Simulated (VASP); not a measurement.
Output of a VASP run:

### OSZICAR
```
       N       E                     dE             d eps       ncg     rms          rms(c)
DAV:   1    -0.384689336159E+03   -0.38469E+03   -0.12674E+01   632   0.818E+00    0.191E+01
DAV:   2    -0.384810409502E+03   -0.12107E+00   -0.33971E-01   716   0.124E+00    0.125E+01
DAV:   3    -0.384840364385E+03   -0.29955E-01   -0.63878E-02   708   0.450E-01    0.744E+00
DAV:   4    -0.384846321821E+03   -0.59574E-02   -0.50395E-02   708   0.381E-01    0.429E+00
DAV:   5    -0.384850882091E+03   -0.45603E-02   -0.18331E-02   700   0.208E-01    0.245E+00
DAV:   6    -0.384852470171E+03   -0.15881E-02   -0.51176E-03   700   0.103E-01    0.141E+00
DAV:   7    -0.384853256574E+03   -0.78640E-03   -0.35021E-03   708   0.780E-02    0.804E-01
DAV:   8    -0.384853892178E+03   -0.63560E-03   -0.23584E-03   708   0.572E-02    0.456E-01
DAV:   9    -0.384854326232E+03   -0.43405E-03   -0.15781E-03   724   0.424E-02    0.263E-01
DAV:  10    -0.384854636923E+03   -0.31069E-03   -0.11810E-03   692   0.349E-02    0.154E-01
DAV:  11    -0.384854864660E+03   -0.22774E-03   -0.89338E-04   716   0.291E-02    0.932E-02
DAV:  12    -0.384855028714E+03   -0.16405E-03   -0.67037E-04   684   0.246E-02    0.603E-02
DAV:  13    -0.384855146627E+03   -0.11791E-03   -0.50232E-04   700   0.212E-02    0.424E-02
DAV:  14    -0.384855231269E+03   -0.84642E-04   -0.36903E-04   660   0.182E-02    0.325E-02
DAV:  15    -0.384855291791E+03   -0.60522E-04   -0.26900E-04   660   0.156E-02    0.262E-02
DAV:  16    -0.384855334957E+03   -0.43166E-04   -0.19340E-04   604   0.133E-02    0.219E-02
DAV:  17    -0.384855365625E+03   -0.30668E-04   -0.13920E-04   612   0.113E-02    0.184E-02
DAV:  18    -0.384855387366E+03   -0.21741E-04   -0.99184E-05   548   0.960E-03    0.156E-02
DAV:  19    -0.384855402770E+03   -0.15404E-04   -0.71557E-05   554   0.827E-03    0.131E-02
DAV:  20    -0.384855413689E+03   -0.10919E-04   -0.50341E-05   492   0.701E-03    0.112E-02
DAV:  21    -0.384855421427E+03   -0.77377E-05   -0.36450E-05   476   0.606E-03
   1 F= -.38485542E+03 E0= -.38485542E+03  d E =-.319097E-09  mag=     1.0000
```

OUTCAR:
```
------------------------ aborting loop because EDIFF is reached ----------------------------------------
  volume of cell :     1308.29
      direct lattice vectors                 reciprocal lattice vectors
    10.937074700  0.000000000  0.000000000     0.091432127  0.000000000  0.000000000
     0.000000000 10.937074700  0.000000000     0.000000000  0.091432127  0.000000000
     0.000000000  0.000000000 10.937074700     0.000000000  0.000000000  0.091432127
 POSITION                                       TOTAL-FORCE (eV/Angst)
 -----------------------------------------------------------------------------------
      5.47486      0.00496      0.00106         0.007340      0.054153      0.010920
      6.82661      1.39433      1.39342        -0.022668     -0.041946     -0.009556
      8.19750      2.73995      0.00949        -0.024392     -0.005879      0.009820
      9.53811      4.11099      1.39880        -0.036368     -0.143899      0.032837
      8.19618      0.01036      2.74045        -0.011815      0.048683      0.007377
      9.54372      1.39430      4.10906         0.007669     -0.045426      0.029353
      0.00117     10.93549     10.93485         0.004469      0.039102     -0.005411
      1.35844      1.37228      1.37209         0.003246     -0.017805     -0.010476
      2.73830      2.72408      0.00515         0.016605      0.100038     -0.015800
      4.10776      4.11222      1.37599        -0.056909     -0.168883     -0.038732
      5.47111      5.46677     10.93300        -0.012053      0.011127     -0.009658
      6.82687      6.82260      1.38135        -0.136855     -0.079965      0.072951
      8.21327      8.19556      0.00740         0.133551      0.035853     -0.008330
      9.56283      9.57930      1.37248        -0.024000     -0.040328      0.023443
      2.73642      0.00405      2.72394         0.022263      0.043964     -0.051498
      4.10853      1.37701      4.10944        -0.011198     -0.023251      0.054025
      5.47067      2.76263      2.75868        -0.084828      0.099901     -0.230589
      8.15872      5.44808      2.77657         0.141324      0.122617     -0.147821
      9.55372      6.82177      4.10956        -0.070943     -0.080891      0.141831
      5.47232     10.93467      5.46451        -0.005825      0.038442      0.000087
      6.82879      1.37787      6.82567        -0.052251     -0.024809      0.024412
      8.17565      2.76429      5.46092         0.235821      0.092581      0.092624
      9.56009      4.11061      6.82659         0.036779     -0.168956      0.059862
      8.21315      0.00447      8.19869         0.038188      0.043294     -0.017582
      9.56356      1.37226      9.57854         0.014843     -0.021579     -0.005518
     10.93127      5.46228      0.00414        -0.003957      0.188554      0.001521
      1.35080      6.83662      1.35007         0.016447     -0.054738      0.027235
      2.73911      8.19796     10.92660         0.008074      0.033258     -0.029945
      4.10025      9.58620      1.34949         0.018740     -0.051530      0.000613
     10.92758      2.74001      2.73880        -0.006345     -0.010876      0.018432
      1.36635      4.10023      4.09989         0.011507      0.009877     -0.003939
      2.71040      5.47009      2.70749         0.001124      0.055333     -0.010079
      4.09277      6.84524      4.01029         0.042066     -0.113366      0.077984
      5.46784      8.22607      2.70537        -0.016761      0.028302     -0.004870
      6.83611      9.57027      4.10028         0.011689     -0.024770     -0.010839
     10.93446      0.00447      5.46180        -0.008618      0.056430     -0.018486
      1.35334      1.35205      6.83638         0.020423     -0.034419      0.013971
      2.71374      2.70940      5.46872         0.019742     -0.009637      0.002382
      4.09497      4.01750      6.84137         0.009191     -0.035161     -0.009792
      6.92441      6.84544      6.84363        -0.070371     -0.120722     -0.043674
      8.23029      8.22539      5.46876         0.003382      0.029944      0.015405
      9.58699      9.58552      6.83604         0.001030     -0.053464     -0.016505
      2.73893     10.92675      8.19769         0.019975      0.027796     -0.020927
      4.10091      1.35311      9.58202        -0.010782     -0.037778     -0.020256
      5.46885      2.71050      8.22159        -0.000455     -0.017570     -0.018850
      6.83672      4.10095      9.57024         0.004645      0.004057     -0.010170
      8.22819      5.46918      8.22370         0.013757      0.056731     -0.004135
      9.58569      6.83599      9.58319        -0.023495     -0.051228     -0.013299
     10.92671      8.19578      2.72236         0.010122      0.033940     -0.126166
      1.36627      9.56569      4.10013        -0.019505     -0.067617      0.099597
      0.00341      5.46626      5.46490         0.006958      0.014573      0.011284
      1.38021      6.82825      6.82658         0.006718     -0.006972     -0.009360
      2.75453      8.18355      5.45399        -0.016037      0.063392     -0.042245
      4.10950      9.55836      6.82641        -0.002880     -0.027564      0.006394
     10.93015      2.72344      8.19850         0.020038      0.109677     -0.021059
      1.36716      4.09980      9.56914        -0.019762     -0.183979      0.016819
      2.75319      5.45495      8.18269        -0.016381      0.066125      0.015184
      4.10900      6.82805      9.55657         0.004479     -0.003903     -0.007491
      5.48193      8.18335      8.18213         0.031796      0.069646      0.014622
      6.83670      9.56617      9.56915        -0.097035     -0.063244      0.018895
      0.01100      8.19775      8.19623         0.021389      0.033346     -0.003500
      1.36820      9.56781      9.56840         0.007594     -0.039760     -0.007387
...
```
(Selected blocks of OUTCAR.)

File POSCAR:
```
GaSi62
1
   10.9370747000     0.0000000000     0.0000000000
    0.0000000000    10.9370747000     0.0000000000
    0.0000000000     0.0000000000    10.9370747000
Si Ga
62 1
Direct
  0.5005779129   0.0004534569   0.0000967399
  0.6241714564   0.1274868454   0.1274033950
  0.7495144118   0.2505192440   0.0008676524
  0.8720896272   0.3758767736   0.1278949140
  0.7493938117   0.0009473636   0.2505655824
  0.8726028564   0.1274838608   0.3757000885
  0.0001069189   0.9998551566   0.9997964357
  0.1242054161   0.1254700499   0.1254531289
  0.2503684635   0.2490683645   0.0004710665
  0.3755809360   0.3759893740   0.1258097510
  0.5002349305   0.4998381069   0.9996273167
  0.6241949914   0.6238044078   0.1263000672
  0.7509571849   0.7493378146   0.0006765761
  0.8743502240   0.8758559739   0.1254890353
  0.2501970539   0.0003699415   0.2490555486
  0.3756512155   0.1259027116   0.3757351028
  0.5001950926   0.2525930802   0.2522317921
  0.7459688260   0.4981297108   0.2538675955
  0.8735168744   0.6237293950   0.3757461093
  0.5003455097   0.9997800380   0.4996318837
  0.6243706412   0.1259818163   0.6240851153
  0.7475167381   0.2527452446   0.4993033972
  0.8740992983   0.3758419936   0.6241696304
  0.7509461352   0.0004083629   0.7496236358
  0.8744164534   0.1254682451   0.8757859639
  0.9994694229   0.4994278178   0.0003788089
  0.1235063681   0.6250863003   0.1234393773
  0.2504424373   0.7495566630   0.9990424879
  0.3748946026   0.8764862555   0.1233866610
  0.9991318217   0.2505247571   0.2504139915
  0.1249282527   0.3748923992   0.3748615795
  0.2478178826   0.5001416481   0.2475517579
  0.3742104177   0.6258752256   0.3666690430
  0.4999360085   0.7521269234   0.2473573813
  0.6250398733   0.8750302042   0.3748968640
  0.9997611820   0.0004086837   0.4993840861
  0.1237384850   0.1236210299   0.6250643560
  0.2481226033   0.2477263374   0.5000165942
  0.3744115493   0.3673282475   0.6255209707
  0.6331134884   0.6258935699   0.6257273984
  0.7525128841   0.7520650151   0.5000201163
  0.8765584906   0.8764248299   0.6250333362
  0.2504265418   0.9990562343   0.7495326249
  0.3749550520   0.1237176485   0.8761043047
  0.5000289903   0.2478263373   0.7517175706
  0.6250956547   0.3749589880   0.8750277749
  0.7523208177   0.5000583547   0.7519107026
  0.8764395887   0.6250293106   0.8762110149
  0.9990522341   0.7493577872   0.2489112061
  0.1249205381   0.8746113182   0.3748833895
  0.0003116755   0.4997914532   0.4996673229
  0.1261959590   0.6243218207   0.6241683160
  0.2518526088   0.7482391496   0.4986695717
  0.3757406561   0.8739414842   0.6241535318
  0.9993671334   0.2490099174   0.7496061244
  0.1250020366   0.3748537547   0.8749271925
  0.2517302624   0.4987574250   0.7481608363
  0.3756950306   0.6243029298   0.8737772944
  0.5012243345   0.7482208109   0.7481095992
  0.6250938620   0.8746553977   0.8749275746
  0.0010062019   0.7495380664   0.7493991692
  0.1250976790   0.8748055732   0.8748590195
  0.4972323926   0.5033409985   0.5025645252
```

### Question
Reconstruct the remaining input files.

### Answer
One answer among several that fit: the input of the run itself, HSE06 screened hybrid, plane waves, VASP's PBE PAW potentials (set 64).

**INCAR**
```
SYSTEM  =  GaSi62
PREC  =  Normal; ENCUT  =  400; LREAL  =  Auto
LASPH  =  .TRUE.; ISYM  =  0
EDIFF  =  1E-5; NELM  =  50; NELMIN  =  4
ALGO  =  Normal; LMAXMIX  =  4
ISMEAR  =  0; SIGMA  =  0.05
GGA  =  PE; LHFCALC  =  .TRUE.; AEXX  =  0.25
HFSCREEN  =  0.2; PRECFOCK  =  Fast
ISPIN  =  2; MAGMOM  =  63*0.0159; NUPDOWN  =  1
ISIF  =  0
LWAVE  =  .FALSE.; LCHARG  =  .FALSE.; LORBIT  =  10
```

File KPOINTS:
```
Automatic mesh
0
Gamma
1 1 1
0 0 0
```

POTCAR, in this order: Si Ga (PBE.64 set). Program: vasp_gam. Read from the step before: WAVECAR.

The supercell is sampled at Γ alone, which is coarse: total energies, pressure and levels can be off, energies of defects by several tenths of an eV.

The cell is a supercell with a defect, built from Si (diamond): Ga_Si-vac_Si. The cell's shape comes from a PBE relaxation.
